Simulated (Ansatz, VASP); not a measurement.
# Cross-check of H8C59 (C(110) slab, H on the bottom face, stepped) between VASP and Ansatz

Wanted: the spread between two codes on one cell, functional and k mesh. The cell is taken from a series of runs on this material, whose earlier steps may have relaxed, scaled, displaced or heated it; both programs get it as it stands.

Calculated with Ansatz 0.2.0; plane waves, with VASP 6.6.1 beside it; single point at PBE with D3(BJ).

## 1. The structure

The cell holds 201 atoms: 177 C and 24 H. Its edges and angles: a = 10.089 Å, b = 10.701 Å, c = 19.718 Å, α = 90.0°, β = 90.0°, γ = 90.0°. It derives from C (diamond-structure). As first built, before any earlier steps moved the atoms (in the runner's words): diamond-structure C (a = 3.567 A), (110) slab of 8 atomic planes, 4 x 3 surface cells, H on the broken bonds of the bottom face; the top repeat layer removed from half of the cell (two steps); displaced by a Gaussian of 0.02 A. Vacuum lies along c. Nearest the centre at fractional (0.249, 0.081, 0.682): C28 at 0.28 Å, C29 at 1.23 Å, C25 at 1.57 Å, C27 at 1.65 Å, C57 at 1.68 Å, C134 at 2.07 Å, C163 at 2.09 Å, C14 at 2.37 Å.

## 2. VASP: single point, PBE with D3(BJ)

A single point gives forces, pressure and levels at one fixed geometry, so differences don't come from the geometry; what else differs is listed under the comparison.

Lines of VASP's logs that name or quote its potential files are left out, and so is its time.

INCAR

```
SYSTEM = H8C59
PREC = Accurate
ENCUT = 520
EDIFF = 1E-06
NELM = 120
ISMEAR = -1
SIGMA = 0.025
LREAL = Auto
ALGO = Normal
GGA = PE
IVDW = 12
NBANDS = 506
LORBIT = 11
LWAVE = .FALSE.
LCHARG = .FALSE.
ISIF = 2
LASPH = .TRUE.
GGA_COMPAT = .FALSE.
EFERMI = MIDGAP
```

POSCAR

```
H8C59
1.0
   10.0890000000      0.0000000000      0.0000000000
    0.0000000000     10.7010000000      0.0000000000
    0.0000000000      0.0000000000     19.7178560000
C H
177 24
Direct
    0.8719600000      0.1709100000      0.2994330000
    0.0006650000      0.0815190000      0.2984490000
[... 7 atom lines left out ...]
    0.9998720000      0.0850900000      0.5529860000
    0.0027970000      0.0011920000      0.6162530000
    0.8788520000      0.2485650000      0.6221220000
    0.8787540000      0.1492610000      0.6790290000
    0.0143660000      0.0797100000      0.6816350000
[... 6 atom lines left out ...]
    0.2498970000      0.0019640000      0.4877750000
[... 1 atom line left out ...]
    0.1253640000      0.1694630000      0.5513160000
    0.2500510000      0.0872330000      0.5505150000
    0.2504450000      0.0081080000      0.6133420000
    0.1264270000      0.2556230000      0.6135680000
    0.1231450000      0.1791180000      0.6795170000
    0.2512710000      0.1069860000      0.6798540000
    0.2493970000      0.0074070000      0.7301190000
    0.1216240000      0.2883400000      0.7287550000
[... 10 atom lines left out ...]
    0.0024610000      0.3344430000      0.6166920000
[... 2 atom lines left out ...]
    0.0111660000      0.4153700000      0.6808920000
[... 8 atom lines left out ...]
    0.3747070000      0.1692020000      0.5511030000
    0.5003120000      0.0848590000      0.5529880000
    0.4977380000      0.0010080000      0.6164750000
    0.3738580000      0.2553340000      0.6131150000
    0.3795370000      0.1795730000      0.6793450000
    0.4885450000      0.0811970000      0.6809040000
    0.3857240000      0.2930090000      0.7267480000
[... 10 atom lines left out ...]
    0.2499280000      0.3414940000      0.6134760000
[... 2 atom lines left out ...]
    0.2494440000      0.4404330000      0.6800560000
    0.2522680000      0.3405540000      0.7302270000
[... 12 atom lines left out ...]
    0.8787370000      0.9153480000      0.6219500000
[... 1 atom line left out ...]
    0.0130350000      0.7468530000      0.6813740000
[... 11 atom lines left out ...]
    0.6215810000      0.2489830000      0.6217420000
    0.6226160000      0.1500050000      0.6786470000
[... 11 atom lines left out ...]
    0.4974190000      0.3344990000      0.6160940000
[... 2 atom lines left out ...]
    0.4856940000      0.4125810000      0.6816380000
[... 8 atom lines left out ...]
    0.1246460000      0.9187060000      0.4879480000
    0.1253560000      0.8360740000      0.5511680000
    0.2500360000      0.7540130000      0.5506300000
[... 1 atom line left out ...]
    0.1264170000      0.9221600000      0.6132070000
    0.1214570000      0.8463490000      0.6793450000
    0.2495330000      0.7738470000      0.6798460000
[... 1 atom line left out ...]
    0.1163240000      0.9589920000      0.7270530000
[... 22 atom lines left out ...]
    0.3747650000      0.8359920000      0.5513530000
[... 2 atom lines left out ...]
    0.3739040000      0.9221400000      0.6134350000
    0.3777160000      0.8459210000      0.6794840000
    0.4864050000      0.7467130000      0.6815320000
    0.3806360000      0.9561900000      0.7281940000
[... 11 atom lines left out ...]
    0.6214200000      0.9152510000      0.6220120000
[... 25 atom lines left out ...]
    0.7495670000      0.6924970000      0.2547810000
```

KPOINTS

```
Automatic mesh
0
Gamma
1 1 1
0 0 0
```

Potentials, in the order of the species: C and H (PBE family, release 64).

Launch:

```
$ export OMP_NUM_THREADS=3
$ mpirun -np 1 vasp_gam
```

The program printed:

```text
[banner, memory and clock lines left out]
running    1 mpi-ranks, on    1 nodes
[...]
Offloading initialized ...    1 GPUs detected
[...]
LDA part: xc-table for (Slater+PW92), standard interpolation
 POSCAR, INCAR and KPOINTS ok, starting setup
[...]
entering main loop
       N       E                     dE             d eps       ncg     rms          rms(c)
DAV:   1     0.673813560017E+04    0.67381E+04   -0.40251E+05  1036   0.140E+03
DAV:   2    -0.960519096855E+03   -0.76987E+04   -0.73088E+04  1406   0.343E+02
DAV:   3    -0.169896394138E+04   -0.73844E+03   -0.72807E+03  1296   0.108E+02
DAV:   4    -0.172417401169E+04   -0.25210E+02   -0.25099E+02  1352   0.213E+01
[...]
DAV:  30    -0.165243275341E+04   -0.33955E-05   -0.30234E-07   848   0.765E-04    0.427E-04
DAV:  31    -0.165243275625E+04   -0.28411E-05   -0.21453E-07   840   0.455E-04    0.360E-04
DAV:  32    -0.165243275724E+04   -0.98953E-06   -0.57796E-08   840   0.289E-04
   1 F= -.16823336E+04 E0= -.16823299E+04  d E =-.745125E-02
```

From OUTCAR (step 2):

```text
  FREE ENERGIE OF THE ION-ELECTRON SYSTEM (eV)
  ---------------------------------------------------
  free  energy   TOTEN  =     -1682.3336167958 eV

  energy  without entropy=    -1682.3261655477  energy(sigma->0) =    -1682.32989117
```

## 3. Ansatz: single point, PBE with D3(BJ)

Ansatz runs on its PAW soft_1 files.

The same cell, functional, mesh and smearing now go to Ansatz, which takes its cutoff from its data sets.

input.yaml

```yaml
crystal:
  lattice:
    - [10.08899955396966, 0.0, 0.0]
    - [0.0, 10.701000000000002, 0.0]
    - [0.0, 0.0, 19.717855882934675]
  atoms:
    - { symbol: C, position: [0.871960493483454, 0.1709101966486393, 0.2994329388803745] }
    - { symbol: C, position: [0.0006645556402791694, 0.08151948104699593, 0.29844878994400753] }
    - { symbol: C, position: [0.9998648417307894, 0.0007412743210411954, 0.36149636845975675] }
    - { symbol: C, position: [0.8751945604260144, 0.2520206885076168, 0.362228942314249] }
    - { symbol: C, position: [0.8745183774156202, 0.16757436357667108, 0.42609719497446596] }
    - { symbol: C, position: [-0.0006567937203600964, 0.08480490488277816, 0.4252857951310512] }
    - { symbol: C, position: [0.9995560422670965, 0.001291819888817641, 0.48914931431130004] }
    - { symbol: C, position: [0.8745544483079268, 0.2506989837761868, 0.4906255064876648] }
    - { symbol: C, position: [0.8751271254897239, 0.1654860271993797, 0.554879349200606] }
    - { symbol: C, position: [-0.00012816069632086156, 0.0850897099908303, 0.5529862928124462] }
    - { symbol: C, position: [1.0027973924793796, 0.001191726556900965, 0.6162525540297441] }
    - { symbol: C, position: [0.8788522227152714, 0.2485647722668386, 0.6221218444897629] }
    - { symbol: C, position: [0.8787539499889166, 0.14926109930628745, 0.6790290106443961] }
    - { symbol: C, position: [0.014365755177886236, 0.07971013014836754, 0.6816349365307729] }
    - { symbol: C, position: [0.12382720934824377, 0.1692007203087804, 0.2981288635744562] }
    - { symbol: C, position: [0.2521426197164663, 0.08502860421360313, 0.2997359524755014] }
    - { symbol: C, position: [0.2502254629773836, 1.0011268181340478, 0.3615462075798017] }
    - { symbol: C, position: [0.12470008269142488, 0.2532622374365974, 0.36122524719652505] }
    - { symbol: C, position: [0.12446629262400559, 0.16861795661229745, 0.42464980204893527] }
    - { symbol: C, position: [0.24985147504371333, 0.08505578839362558, 0.42469724414533994] }
    - { symbol: C, position: [0.24989713813615105, 0.001964212596735034, 0.4877750645297913] }
    - { symbol: C, position: [0.12467236005075341, 0.2521759896443548, 0.4880832023703038] }
    - { symbol: C, position: [0.12536445310183175, 0.1694629513020883, 0.5513161001811699] }
    - { symbol: C, position: [0.25005064493812096, 0.0872325066250759, 0.5505151161751979] }
    - { symbol: C, position: [0.25044464861643684, 0.00810844462571155, 0.6133422753663471] }
    - { symbol: C, position: [0.12642749766290853, 0.25562288550329565, 0.6135678703246278] }
    - { symbol: C, position: [0.12314478659439444, 0.17911765868332166, 0.6795169890249019] }
    - { symbol: C, position: [0.2512710564866145, 0.10698559360721949, 0.6798541625002336] }
    - { symbol: C, position: [0.24939742756651306, 0.007406704918657541, 0.7301192953349988] }
    - { symbol: C, position: [0.12162407933182877, 0.288339711839252, 0.7287545338385771] }
    - { symbol: C, position: [0.8734209904153152, 0.49657774886877953, 0.29842893829696737] }
    - { symbol: C, position: [0.9976741849394981, 0.4197646967209437, 0.2988886223508915] }
    - { symbol: C, position: [0.9997567417789702, 0.3372743689054276, 0.36200080685894964] }
    - { symbol: C, position: [0.874831940668521, 0.5832641900534303, 0.3617167632540568] }
    - { symbol: C, position: [0.8742916125817175, 0.500772687067731, 0.4262395222998607] }
    - { symbol: C, position: [-0.00042181522450124114, 0.41897151120535875, 0.42579274433307307] }
    - { symbol: C, position: [0.999577752407446, 0.3346563700536119, 0.48934237163743544] }
    - { symbol: C, position: [0.8744057298813293, 0.584169318115466, 0.49054081830388524] }
    - { symbol: C, position: [0.8749587919461373, 0.498927818404192, 0.5548076882878084] }
    - { symbol: C, position: [-0.0002491855292227409, 0.41836025702270657, 0.5531071253404508] }
    - { symbol: C, position: [0.002460625031664407, 0.3344427759580504, 0.6166916785687278] }
    - { symbol: C, position: [0.8782454954015388, 0.5825270627126393, 0.6217810598812984] }
    - { symbol: C, position: [0.8774422038747475, 0.4836094092868051, 0.6785312189182802] }
    - { symbol: C, position: [1.011165861884909, 0.4153700865582189, 0.6808923539492019] }
    - { symbol: C, position: [0.3757722635444105, 0.16875913321312014, 0.29802832517616595] }
    - { symbol: C, position: [0.4997267678601901, 0.08305209889654609, 0.29846448670261816] }
    - { symbol: C, position: [0.4985829094582465, 0.0003384788890330202, 0.3619976211507704] }
    - { symbol: C, position: [0.3761347150884947, 0.24904461151557675, 0.36065197045410774] }
    - { symbol: C, position: [0.37528825449862674, 0.16757000282152437, 0.42475658683926554] }
    - { symbol: C, position: [0.500162967326644, 0.08433609092293368, 0.42557323093743565] }
    - { symbol: C, position: [0.5004903820546762, 0.000982748882120905, 0.4893158808060552] }
[... 47 lines left out ...]
    - { symbol: C, position: [0.6249606154264962, 0.16549732564132122, 0.5547606334605778] }
    - { symbol: C, position: [0.7500100170622123, 0.08185109921055889, 0.5555739279362579] }
    - { symbol: C, position: [0.75014166554203, 0.9904160663650361, 0.6232631649679313] }
    - { symbol: C, position: [0.621581311339274, 0.2489830632107052, 0.6217416087410323] }
    - { symbol: C, position: [0.6226162480707387, 0.1500046718159431, 0.6786467621967168] }
    - { symbol: C, position: [0.7506332416625836, 0.0894472257734653, 0.6773768137198342] }
    - { symbol: C, position: [0.37226693185658877, 0.5011457570788994, 0.29900841159823294] }
    - { symbol: C, position: [0.4986024815468742, 0.41628167212420136, 0.2997957392683232] }
    - { symbol: C, position: [0.49841875282499515, 0.3343783416540441, 0.36102317842966647] }
    - { symbol: C, position: [0.37543027615898755, 0.5845317488016688, 0.3618282081513898] }
    - { symbol: C, position: [0.3756893439083927, 0.5014722619173507, 0.42532889316823574] }
    - { symbol: C, position: [0.5002796596126581, 0.41761430427942325, 0.42544192132602393] }
    - { symbol: C, position: [0.5003776066494434, 0.33440093301758866, 0.4891720172257024] }
    - { symbol: C, position: [0.3755062432640625, 0.5854341286868866, 0.4883195891551026] }
    - { symbol: C, position: [0.3746339262908745, 0.5026819157064238, 0.5513642428227951] }
    - { symbol: C, position: [0.5001862036771664, 0.4183737317203556, 0.5529470496797401] }
    - { symbol: C, position: [0.49741932987827164, 0.33449901322526326, 0.6160935323870009] }
    - { symbol: C, position: [0.3735041496008385, 0.5887561122748162, 0.6133960359461513] }
    - { symbol: C, position: [0.37760581956536504, 0.5128602881547263, 0.6794510846226166] }
    - { symbol: C, position: [0.48569405673149235, 0.412580733657907, 0.681637910810606] }
    - { symbol: C, position: [0.38211957696216026, 0.6248164009178382, 0.7274974346973964] }
    - { symbol: C, position: [0.12649724623686232, 0.8359183019567068, 0.2983145867487143] }
    - { symbol: C, position: [0.2517718188075513, 0.7516022026599924, 0.2990753644866551] }
    - { symbol: C, position: [0.25120406482451807, 0.6676384115791204, 0.3621048148332612] }
    - { symbol: C, position: [0.12504737714988212, 0.918427797371449, 0.36115862505504126] }
    - { symbol: C, position: [0.12481083107294137, 0.8345874306666912, 0.4247215120807081] }
    - { symbol: C, position: [0.2503939080472085, 0.751800963723147, 0.4249566068670981] }
    - { symbol: C, position: [0.2501872365349674, 0.6687711961590236, 0.4880396279590467] }
    - { symbol: C, position: [0.12464569481058695, 0.9187059506585866, 0.4879481386951849] }
    - { symbol: C, position: [0.1253557192429489, 0.8360743536910117, 0.5511684714922156] }
    - { symbol: C, position: [0.2500358028670199, 0.7540132542735755, 0.5506304848712454] }
    - { symbol: C, position: [0.24976404531507393, 0.6748936342006785, 0.6134310236967733] }
    - { symbol: C, position: [0.1264165087635158, 0.9221595394129294, 0.6132066007194819] }
    - { symbol: C, position: [0.1214573834025663, 0.8463487249660484, 0.6793448454633803] }
    - { symbol: C, position: [0.2495331978397977, 0.773846911582871, 0.6798459806712427] }
    - { symbol: C, position: [0.2495461948710738, 0.674320092386209, 0.7301261048099459] }
    - { symbol: C, position: [0.11632362252224693, 0.9589920929728369, 0.7270527199151111] }
    - { symbol: C, position: [0.6234595221724873, 0.4994160159391471, 0.2988733300712571] }
    - { symbol: C, position: [0.7481394377740235, 0.4189960118839228, 0.29928972729519726] }
    - { symbol: C, position: [0.7512676562745407, 0.3318421403075413, 0.36161995959010107] }
    - { symbol: C, position: [0.6257054073501982, 0.5838984184086934, 0.3619667750252883] }
    - { symbol: C, position: [0.6257440248801692, 0.5001358769865347, 0.4260131376099732] }
    - { symbol: C, position: [0.750187465000389, 0.416653173042026, 0.4263178813347039] }
    - { symbol: C, position: [0.749963315399044, 0.3331257645614857, 0.4908042519274528] }
    - { symbol: C, position: [0.6256734386750115, 0.5837886439011704, 0.4904986763563201] }
    - { symbol: C, position: [0.6250086678345113, 0.49874682005853854, 0.5548299507922377] }
    - { symbol: C, position: [0.7500610729124674, 0.4151155071941047, 0.5556152570080289] }
    - { symbol: C, position: [0.7500919444951836, 0.32389149532544464, 0.6231998382209184] }
    - { symbol: C, position: [0.6210508295436049, 0.5817785653616773, 0.6220344325814144] }
    - { symbol: C, position: [0.6214421211656825, 0.48246666997509774, 0.6790592909096355] }
    - { symbol: C, position: [0.7494758226138318, 0.4228309685765034, 0.6774008510429194] }
    - { symbol: C, position: [0.3766788130383619, 0.8346902895140695, 0.298921914094102] }
    - { symbol: C, position: [0.5019929592084368, 0.7482102326841045, 0.2985038198113773] }
    - { symbol: C, position: [0.5010574967824643, 0.6664517702307099, 0.36183548997615483] }
    - { symbol: C, position: [0.37519438041328684, 0.9179063860976656, 0.36152950215309015] }
    - { symbol: C, position: [0.37557890001289695, 0.8344592229188007, 0.4250450585971461] }
    - { symbol: C, position: [0.5008169352660173, 0.7508165334956003, 0.42553370196458745] }
    - { symbol: C, position: [0.5006726967723385, 0.6675988890210647, 0.48934485208759615] }
    - { symbol: C, position: [0.3753960398905827, 0.9186261385190174, 0.4881505179760487] }
    - { symbol: C, position: [0.3747649549631106, 0.8359920340636784, 0.5513525241593167] }
    - { symbol: C, position: [0.5003094167294493, 0.7515787630073526, 0.5530664154500352] }
    - { symbol: C, position: [0.49726952460169, 0.667675024870543, 0.6164189803235928] }
    - { symbol: C, position: [0.3739035297699595, 0.9221395048641984, 0.613434937014527] }
    - { symbol: C, position: [0.37771600238757724, 0.8459211018436473, 0.6794841532447038] }
    - { symbol: C, position: [0.48640463526051797, 0.7467130284373256, 0.6815323662027792] }
    - { symbol: C, position: [0.38063554908972846, 0.9561896582987625, 0.7281937775070086] }
    - { symbol: C, position: [0.6221728665992742, 0.8341055049550563, 0.2989705061631982] }
    - { symbol: C, position: [0.7503203061175172, 0.7497025923954433, 0.2983728159399362] }
    - { symbol: C, position: [0.7513983088450306, 0.6674306361569673, 0.36053805387474147] }
    - { symbol: C, position: [0.6237138654695666, 0.9176107325241729, 0.36216366751086193] }
    - { symbol: C, position: [0.625360948170276, 0.8337793283507805, 0.42608863213796305] }
    - { symbol: C, position: [0.7503710983536092, 0.7508153090536807, 0.42579921308276314] }
    - { symbol: C, position: [0.7500560519608371, 0.6666818961651334, 0.49052463247935674] }
    - { symbol: C, position: [0.6254860633492662, 0.9172374137018373, 0.49056857704183776] }
    - { symbol: C, position: [0.6249876979248237, 0.8321378852309669, 0.5548444570360616] }
    - { symbol: C, position: [0.7498526448523335, 0.7486038297950989, 0.5554697052538047] }
    - { symbol: C, position: [0.7496661348176273, 0.6572670981896812, 0.6231516872798544] }
    - { symbol: C, position: [0.62141950212992, 0.9152505238695886, 0.6220119996336384] }
    - { symbol: C, position: [0.6216535238281196, 0.8161106437622041, 0.6789475546737764] }
    - { symbol: C, position: [0.7498099650280382, 0.7560451101501169, 0.6774395036103643] }
    - { symbol: H, position: [0.8735061586970745, 0.2226167933708084, 0.2541026361913088] }
    - { symbol: H, position: [0.002736040990868037, 0.026340655340909683, 0.2535957769872302] }
    - { symbol: H, position: [0.12151470344938325, 0.2256024370636277, 0.25277270417079356] }
    - { symbol: H, position: [0.2542529532638049, 0.026972509167945198, 0.2526981738874364] }
    - { symbol: H, position: [0.8762132968822385, 0.5589477741384129, 0.2527098779862207] }
    - { symbol: H, position: [0.997299545409983, 0.36039407927732436, 0.25262571701363973] }
    - { symbol: H, position: [0.37429113928780333, 0.22560088960907335, 0.25217122365919753] }
    - { symbol: H, position: [0.5036206737055748, 0.0232042838715315, 0.25294303047574906] }
    - { symbol: H, position: [0.12158354277214137, 0.5581696190043829, 0.2524592688682579] }
    - { symbol: H, position: [0.250267676423559, 0.357991194241936, 0.2552161454185981] }
    - { symbol: H, position: [0.8762424964636676, 0.8916635313114201, 0.2535846417611742] }
    - { symbol: H, position: [0.0007771418821290896, 0.6913690950170486, 0.2536137571879892] }
    - { symbol: H, position: [0.6239679224943, 0.225294123651679, 0.2524961022919747] }
    - { symbol: H, position: [0.7488430200552992, 0.027144527895106022, 0.2549007321217593] }
    - { symbol: H, position: [0.37698509714790474, 0.5620171990991111, 0.25369968578259955] }
    - { symbol: H, position: [0.4992714353229809, 0.3574044750153994, 0.25476676020184924] }
    - { symbol: H, position: [0.12734503640391998, 0.8930949852015707, 0.25088523520460826] }
    - { symbol: H, position: [0.2506602943930287, 0.6945758221728935, 0.2521394144761289] }
    - { symbol: H, position: [0.6226744284978702, 0.5601828015970717, 0.25340003095045155] }
    - { symbol: H, position: [0.7493154775132983, 0.3589083620081315, 0.2530216383312849] }
    - { symbol: H, position: [0.3758802875654241, 0.8925809068563848, 0.2512645791120872] }
    - { symbol: H, position: [0.500479966095427, 0.6920904234034283, 0.2532694701058095] }
    - { symbol: H, position: [0.6269903702153268, 0.8922013945667657, 0.25336485372161077] }
    - { symbol: H, position: [0.7495670612299303, 0.6924973057104837, 0.2547806430339537] }
kpoints:
  mp_grid:
    grid: [1, 1, 1]
hamiltonian:
  xc: pbe
  dispersion: d3bj
  pseudopotentials:
    kind: paw
    xc_functional: pbe
    azcp:
      folder: "./paw"
scf:
  occupations:
    method: fermi_dirac
    width: 0.025
output:
  populations: intrinsic
  forces: true
  eigenvalues: true
```

Launch:

```
$ python substitute.py
```

(Part 1 of 2 ends here.)

[Lines on the potential files, build, host, timing and source positions are cut from VASP's logs without a mark.]

[Logs are printed without paths, hosts, clocks, repeated set-up lines and the standing remarks that a program may print on its own settings, such as how far it seeks lower states.]

[Hosts, paths, dates, database ids (printed as entryN), source tags and the programs' standing remarks are cut or masked in the printed files.]
